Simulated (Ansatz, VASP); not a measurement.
# Ta2O5 in two plane-wave programs, part 2 of 2

Aim: how closely do two programs agree when they are given the same cell, functional and k mesh? The cell is taken from a series of runs on this material, whose earlier steps may have relaxed, scaled, displaced or heated it; both programs get it as it stands.

VASP 6.6.1 and Ansatz 0.2.0.

So far: Set-up; VASP: dielectric response, LDA.

## Step 3: Ansatz: dielectric response, LDA

Level of this step: Ansatz beside VASP: Kohn-Sham DFT, plane waves, LDA (Ansatz).

Ansatz runs on its PAW soft_1 files.

The same cell, functional (in two slightly different forms) and mesh now go to Ansatz, which takes its cutoff from its data sets.

Contents of input.yaml:

```yaml
crystal:
  lattice:
    - [3.8414080139, 0.0, 0.0]
    - [0.0, 3.86271575, 0.0]
    - [-1.8189421445, 0.0, 6.5289594201]
  atoms:
    - { symbol: Ta, position: [0.64953073, 0.0, 0.79131453] }
    - { symbol: Ta, position: [0.35046927, 0.0, 0.20868547] }
    - { symbol: O, position: [0.6621243, 0.5, 0.79832929] }
    - { symbol: O, position: [0.3378757, 0.5, 0.20167071] }
    - { symbol: O, position: [0.18976057, 0.0, 0.87062125] }
    - { symbol: O, position: [0.81023943, 0.0, 0.12937875] }
    - { symbol: O, position: [0.5, 0.0, 0.5] }
kpoints:
  mp_grid: { grid: [6, 6, 4] }
hamiltonian:
  xc: lda
  pseudopotentials: { kind: paw, azcp: { folder: soft_1 }, xc_functional: pbe }
scf:
  occupations: { method: fixed }
dielectric: {}
```

On the command line:

```
> ansatz run input.yaml --threads 3 --pin off --max-ram 92160MiB --backend cuda --events-out ev --progress --plain --runs-dir out --devices 1 --max-vram 13GiB
```

Numbers of over 12 decimals in the logs are rounded to 6 here.

What it wrote:

```text
GPUs: using 1 of 1 available (devices: 1).
Engine: ansatz 0.2.0, x86_64-unknown-linux-gnu
Pseudopotentials: kind: paw
Pseudopotential: Ta, paw, valence charge 13, recommended cutoff 420 eV (normal), soft_1/Ta.paw.azcp
Pseudopotential: O, paw, valence charge 6, recommended cutoff 420 eV (normal), soft_1/O.paw.azcp
Functional definition: SPW92
  exchange = slater_x
  correlation = pw_c
device memory: the entry about to start is reckoned to put 3.3 GiB on a device that reports 36.3 GiB free (of which the cap on the GPU budget leaves the run 13.0 GiB)
GPU FFT provider: cuFFT
GPU libraries: cuBLAS 13.8.2, cuFFT 12.4.0, cuSOLVER 12.3.4
Crystal: 7 atoms, lattice volume = 96.878 Å³
Basis set: ecut = 420 eV, 1913 PW (Γ), exchange–correlation on 54×54×96 points (8 copies of the dense FFT grid, shifted against one another)
Bands: 35, of which v1, the nominal top of the filled ones, is band 28 counted from 1 (27 counted from 0)
Symmetry: 4 space group operations
k-points: 76 of 144 (irreducible under 1 space group operation, time reversal used)
Non-local potential: Ta, projectors of the file, l = 0: 3, l = 1: 2, l = 2: 2, l = 3: 1
Non-local potential: O, projectors of the file, l = 0: 2, l = 1: 2, l = 2: 1
PAW form: soft (Blöchl's): semilocal exchange-correlation on the pseudo side does not see the compensation charge
PAW frozen core: Ta, regenerated for the run's functional, and the local potential with it (the file was generated under x = pbe(κ = 0.804, μ = 0.219515), c = pbe(β = 0.066725))
PAW frozen core: O, regenerated for the run's functional, and the local potential with it (the file was generated under x = pbe(κ = 0.804, μ = 0.219515), c = pbe(β = 0.066725))
PAW one-centre angular grid: Ta, 590 points (default); XC on 64 Gauss nodes
PAW one-centre angular grid: O, 110 points (default); XC on 64 Gauss nodes
Initial density: superposition of atomic densities (chi_scale 0.1, normalization cell, long waves kept (reshape's long-wave potential 0.02 eV rms))
Initial wavefunctions: pseudopotential atomic-orbital guess
GPU buffer pool allocated for 34992 grid points (all kernels)
GPU transforms: local potential and band sums: pruned to the plane-wave sphere, on 25×25×45
Functional: x = slater, c = lda
SCF iter   1: F=—  HF=-22151.346809 eV  |F-HF|=—  |Δ(HF+E_count)|=         —  Δρ=6.29e-2  dr2=3.40e0  ethr=3.10e-3  ⟨swp⟩=4.4  Hψ=8944  notcnv=0  defer=270
preconditioner: auto → Resta (q_TF=auto, 2.490 Å⁻¹)  ε∞=5.2  [insulator: Δε(μ)=2.581 eV  Ē_g=11.635 eV  n_scr=26 (ndim 8)  ℏωp=23.9 eV  f_vac=0.085  ε∞_Penn≈5.2]
SCF iter   2: F=—  HF=-22150.719894 eV  |F-HF|=—  |Δ(HF+E_count)|=   6.27e-1  Δρ=3.35e-2  dr2=7.45e-1  ethr=3.10e-3  ⟨swp⟩=2.0  Hψ=4743  notcnv=0  defer=241
SCF iter   3: F=—  HF=-22150.563330 eV  |F-HF|=—  |Δ(HF+E_count)|=   1.57e-1  Δρ=1.50e-2  dr2=2.55e-1  ethr=1.33e-3  ⟨swp⟩=2.0  Hψ=3828  notcnv=0  defer=326
SCF iter   4: F=—  HF=-22150.498490 eV  |F-HF|=—  |Δ(HF+E_count)|=   6.48e-2  Δρ=3.99e-3  dr2=1.91e-2  ethr=4.55e-4  ⟨swp⟩=2.5  Hψ=4661  notcnv=0  defer=378
SCF iter   5: F=—  HF=-22150.499610 eV  |F-HF|=—  |Δ(HF+E_count)|=   1.12e-3  Δρ=3.34e-3  dr2=1.02e-2  ethr=3.41e-5  ⟨swp⟩=2.0  Hψ=4178  notcnv=0  defer=378
SCF iter   6: F=—  HF=-22150.498849 eV  |F-HF|=—  |Δ(HF+E_count)|=   7.61e-4  Δρ=6.25e-4  dr2=5.88e-4  ethr=1.82e-5  ⟨swp⟩=2.0  Hψ=4141  notcnv=0  defer=380
SCF iter   7: F=—  HF=-22150.499391 eV  |F-HF|=—  |Δ(HF+E_count)|=   5.42e-4  Δρ=1.78e-4  dr2=3.23e-5  ethr=1.05e-6  ⟨swp⟩=2.0  Hψ=3536  notcnv=0  defer=198
SCF iter   8: F=—  HF=-22150.499138 eV  |F-HF|=—  |Δ(HF+E_count)|=   2.53e-4  Δρ=2.07e-4  dr2=3.49e-5  ethr=5.77e-8  ⟨swp⟩=2.0  Hψ=4005  notcnv=0  defer=128
SCF iter   9: F=—  HF=-22150.499133 eV  |F-HF|=—  |Δ(HF+E_count)|=   5.19e-6  Δρ=2.81e-5  dr2=8.33e-7  ethr=5.77e-8  ⟨swp⟩=2.0  Hψ=3959  notcnv=0  defer=128
SCF iter  10: F=—  HF=-22150.499266 eV  |F-HF|=—  |Δ(HF+E_count)|=   1.33e-4  Δρ=4.02e-6  dr2=2.28e-8  ethr=1.49e-9  ⟨swp⟩=2.0  Hψ=3670  notcnv=0  defer=128
SCF iter  11: F=—  HF=-22150.499266 eV  |F-HF|=—  |Δ(HF+E_count)|=   1.35e-8  Δρ=2.41e-6  dr2=5.68e-9  ethr=4.07e-11  ⟨swp⟩=2.0  Hψ=3902  notcnv=0  defer=128
SCF iter  12: F=—  HF=-22150.499266 eV  |F-HF|=—  |Δ(HF+E_count)|=  5.20e-10  Δρ=1.25e-6  dr2=1.36e-9  ethr=1.01e-11  ⟨swp⟩=2.0  Hψ=4048  notcnv=0  defer=128
SCF iter  13: F=-22150.499266 eV  HF=-22150.499266 eV  |F-HF|=1.46e-11  |Δ(HF+E_count)|=  1.27e-10  Δρ=2.79e-7  dr2=8.94e-11  ethr=1.00e-12  ⟨swp⟩=8.7  Hψ=9257  notcnv=0
SCF 1 converged in 13 iterations: F = -22150.499266 eV  dr2 = 8.94e-11
  greatest PAW one-centre occupation: 0.999 electrons in one spin orbital (limit 2), on the Ta atom at site 1 (counted from 0), in its partial waves of l = 0
the response reads at least the filled bands of the reference SCF and the lowest empty band at each k-point, and that SCF's band table does not vouch for those bands. The notice of the band table in this run's record says why
device memory: the entry about to start is reckoned to put 0.4 GiB on a device that reports 36.1 GiB free (of which the cap on the GPU budget leaves the run 12.9 GiB)
NSCF: frozen V_eff on 1 k-points
device memory: the entry about to start is reckoned to put 0.4 GiB on a device that reports 36.1 GiB free (of which the cap on the GPU budget leaves the run 12.9 GiB)
NSCF: frozen V_eff on 1 k-points
device memory: the entry about to start is reckoned to put 0.1 GiB (of the 0.2 GiB reckoned in all, the device holds 0.1 GiB already) on a device that reports 36.1 GiB free (of which the cap on the GPU budget leaves the run 12.9 GiB)
device memory: the entry about to start is reckoned to put 1.7 GiB (of the 1.9 GiB reckoned in all, the device holds 0.1 GiB already) on a device that reports 36.1 GiB free (of which the cap on the GPU budget leaves the run 12.9 GiB)
DFPT response loops at Γ: preconditioner auto → none (the input reference at scf.mixing.eps_inf says where Resta's filter doesn't serve); β = 0.50; Broyden in place of MSR1
── the response to a field inside a basis, on 10×10×6 k-points: an SCF that follows is theirs, and a resumed run solves both again ──
device memory: the entry about to start is reckoned to put 0.5 GiB on a device that reports 36.0 GiB free (of which the cap on the GPU budget leaves the run 12.9 GiB)
GPU FFT provider: cuFFT
GPU libraries: cuBLAS 13.8.2, cuFFT 12.4.0, cuSOLVER 12.3.4
Bands: 29, of which v1, the nominal top of the filled ones, is band 28 counted from 1 (27 counted from 0)
k-points: 150 of 600
Initial density: handed on by an earlier stage of this run
Initial wavefunctions: pseudopotential atomic-orbital guess (no wavefunctions were taken with the density)
GPU buffer pool allocated for 34992 grid points (all kernels)
GPU transforms: band sums: pruned to the plane-wave sphere, on 25×25×45
Eigensolver: Dense (150 Hₖ)
SCF iter   1: F=—  HF=-22150.482169 eV  |F-HF|=—  |Δ(HF+E_count)|=         —  Δρ=3.66e-4  dr2=3.00e-5  ethr=1.00e-1
preconditioner: auto → Resta (q_TF=auto, 2.490 Å⁻¹)  ε∞=7.2  [insulator: Δε(μ)=2.327 eV  Ē_g=9.606 eV  n_scr=26 (ndim 8)  ℏωp=23.9 eV  f_vac=0.151  ε∞_Penn≈7.2]
SCF iter   2: F=—  HF=-22150.482163 eV  |F-HF|=—  |Δ(HF+E_count)|=   6.46e-6  Δρ=1.59e-4  dr2=9.13e-6  ethr=5.36e-8
SCF iter   3: F=—  HF=-22150.482162 eV  |F-HF|=—  |Δ(HF+E_count)|=   1.25e-6  Δρ=6.81e-5  dr2=1.19e-6  ethr=1.63e-8
SCF iter   4: F=-22150.482161 eV  HF=-22150.482161 eV  |F-HF|=2.70e-8  |Δ(HF+E_count)|=   1.54e-7  Δρ=7.62e-6  dr2=6.66e-8  ethr=2.12e-9
SCF 1 converged in 4 iterations: F = -22150.482161 eV  dr2 = 6.66e-8
device memory: the entry about to start is reckoned to put 0.1 GiB (of the 0.4 GiB reckoned in all, the device holds 0.3 GiB already) on a device that reports 45.2 GiB free (of which the cap on the GPU budget leaves the run 12.7 GiB)
device memory: the entry about to start is reckoned to put 3.1 GiB on a device that reports 44.4 GiB free (of which the cap on the GPU budget leaves the run 12.8 GiB)
DFPT response loops at Γ: mixed as the last ones told, above
SCF converged after 13 iterations
Free energy (F): -22150.499266 eV
Harris-Foulkes:  -22150.499266 eV  (|F-HF|=1.46e-11)
Internal energy: -22150.499266 eV  (E = F + TS)
E sigma→0 (E₀):  -22150.499266 eV
Fermi energy:    6.644495 eV
--- Per-component energies (eV) ---
  E_band       = -569.304291
  E_kinetic    = 1608.370517
  E_local      = -4417.590422  (includes V_loc(G=0)·N_el)
  E_nonlocal   = 264.529328
  E_hartree    = 1662.839202
  E_xc         = -982.077298
  E_vxc        = -911.754712  (∫ρ·V_xc dr)
  E_paw        = -16875.545943  (= ΣΔE_a)
  E_vpaw       = -438.541684  (= ΣTr[D̂ρ^β])
  E_aug_tail   = 0.004220  (compensation charges beyond the density's cutoff)
  E_ewald      = -3412.031471
  E_core_change = 1.002601  (= ΣΔE_core)
  E_smearing   = -0.000000  (= −TS)
  E_closure    = 0.000000  (closes the sum)
  Σ components = -22150.499266   (vs F -22150.499266, Δ=0.00e0)
--- Band table (eV; the first three rows and the last of 76) ---
  k-point 0: bands = [... 24 lower, 5.6938, 5.7953, 5.9975, 6.0131, 8.8084, 9.2039, 9.3580, 10.8778, ... 3 higher]
  k-point 1: bands = [... 24 lower, 5.6881, 5.6948, 5.9169, 5.9514, 8.7872, 9.2269, 9.3423, 10.8020, ... 3 higher]
  k-point 2: bands = [... 24 lower, 5.6980, 5.7385, 5.8300, 5.8313, 8.7678, 9.2488, 9.3294, 10.7200, ... 3 higher]
  k-point 75: bands = [... 24 lower, 4.6402, 5.9251, 6.5187, 6.6445, 9.7296, 11.6027, 12.1448, 12.7573, ... 3 higher]
--- Dielectric response (ions clamped): 3 representative field directions + reference, inside a basis on a mesh of 600 k-points (Σ response iterations 15) ---
  ε∞ (high-frequency dielectric tensor):
        4.766694     0.000000     0.014868
        0.000000     6.787056     0.000000
        0.014868     0.000000     4.789707
  Born effective charges Z* (e; rows j = field, columns β = displacement):
    site 0:
         6.85130    0.00000    0.02689
         0.00000   10.04967    0.00000
         0.04579    0.00000    7.02348
    site 1:
         6.85130    0.00000    0.02689
         0.00000   10.04967    0.00000
         0.04579    0.00000    7.02348
    site 2:
        -1.28881   -0.00000   -0.01439
        -0.00000   -7.89906   -0.00000
        -0.01738   -0.00000   -1.24394
    site 3:
        -1.28881   -0.00000   -0.01439
        -0.00000   -7.89906   -0.00000
        -0.01738   -0.00000   -1.24394
    site 4:
        -5.19788   -0.00000    0.01594
        -0.00000   -1.45575   -0.00000
         0.04633   -0.00000   -2.50272
    site 5:
        -5.19788   -0.00000    0.01594
        -0.00000   -1.45575   -0.00000
         0.04633   -0.00000   -2.50272
    site 6:
        -0.72921    0.00000   -0.05688
         0.00000   -1.38971   -0.00000
        -0.14950   -0.00000   -6.55365
  Z* charge neutrality: 5.454e-3 e pre-enforcement
  solved inside a basis spanned on kpoints, on 10×10×6 k-points, its susceptibility summed on 12×12×8: ε∞ is read to err by 2.0e-2, Z* by 3.7e-2 e (field_mesh: kpoints solves on kpoints); Z* is corrected for what the basis lacks
```

Reading the cycles: dr2 is the Hartree energy of the density residual (eV), the measure of convergence; HF is the Harris–Foulkes estimate of the energy, which meets the free energy F at convergence.

## Step 4: Comparison

Known differences besides the potentials themselves: fixed occupations in Ansatz, narrow Gaussian smearing in VASP; VASP's response is taken on the typed mesh, Ansatz refines its own for the field response alone; the data sets hold 56 valence electrons in Ansatz (on its PAW soft_1 files) and 52 in VASP; the cutoff is 420 eV in Ansatz and 520 eV in VASP; VASP's log shows a relativistic correction to its local exchange, Ansatz's none. Total energies have different zeros and are not compared.

The two programs side by side:

```
                                     quantity  Ansatz   VASP  difference
                                        ε∞ xx    4.77   4.82     -1.03 %
                                        ε∞ yy    6.79   7.09     -4.27 %
                                        ε∞ zz    4.79   4.84     -1.08 %
Born charge of Ta1 (mean of the diagonal) (e)    7.97   8.05       -0.07
 Born charge of O3 (mean of the diagonal) (e)   -3.48  -3.54       +0.06
```

## Step 5: What came out

| Quantity | Value |
| --- | --- |
| difference in ε∞ yy (dielectric response, LDA) | -4.3 % |

In words: The difference in ε∞ yy is -4.3 % (dielectric response, LDA), within the 5 % picked in this series as the mark of a large difference. The data sets hold unlike numbers of valence electrons (56 in Ansatz and 52 in VASP), so part of the differences comes from the potentials. How closely two codes agree says nothing of how well the functional describes the real material.

[Lines on the potential files, build, host, timing and source positions are cut from VASP's logs without a mark.]

[Logs are printed without paths, hosts, clocks, repeated set-up lines and the standing remarks that a program may print on its own settings, such as how far it seeks lower states.]

[Hosts, paths, dates, database ids (printed as entryN), source tags and the programs' standing remarks are cut or masked in the printed files.]
